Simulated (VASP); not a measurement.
Given:

```
CsSnI3
1.0
    6.15700     0.00000     0.00000
    0.00000     6.15700     0.00000
    0.00000     0.00000     6.15700
Cs Sn I
1 1 3
Cartesian
  0.00000   0.00000   0.00000
  3.07850   3.07850   3.07850
  3.07850   0.00000   3.07850
  0.00000   3.07850   3.07850
  3.07850   3.07850   0.00000
```

Level of theory: PBEsol GGA, VASP's PBE PAW potentials (set 64) (plane waves; VASP 6.6.1). Run with 500 eV cut-off, 4×4×4 Γ-centred mesh, Gaussian smearing of 0.050 eV, potentials Cs_sv Sn_d I.

Energy and stress use the plane-wave basis of the starting cell.

The ions, cell shape and volume at an external pressure of 5.0 GPa are relaxed. What does this cell relax into?

```
CsSnI3
1.0
    5.79021     0.00000     0.00000
    0.00000     5.79021     0.00000
    0.00000     0.00000     5.79021
Cs Sn I
1 1 3
Direct
  0.00000   0.00000   0.00000
  0.50000   0.50000   0.50000
  0.50000   0.00000   0.50000
  0.00000   0.50000   0.50000
  0.50000   0.50000   0.00000
```
Space group Pm-3m (221), at a tolerance of 0.03 Å.

How do energy and volume change from the first to the last step?

The energy (σ→0) changes by +101.7 meV/atom and the volume by -16.8 %, in 3 ionic steps.

| step | E(σ→0) (eV) | max force (eV/Å) | pressure (GPa) | volume (Å³) |
|---|---|---|---|---|
| 1 | -15.0051 | 0.000 | -0.01 | 233.40 |
| 2 | -14.2591 | 0.000 | 6.52 | 187.52 |
| 3 | -14.4963 | 0.000 | 5.03 | 194.13 |

The compound is CsSnI3 in the cubic perovskite structure, the ideal cubic form; the compound distorts at low or room temperature. This run relaxes it under an external pressure of 5 GPa. Symmetry was kept, so distortions that lower it aren't found.
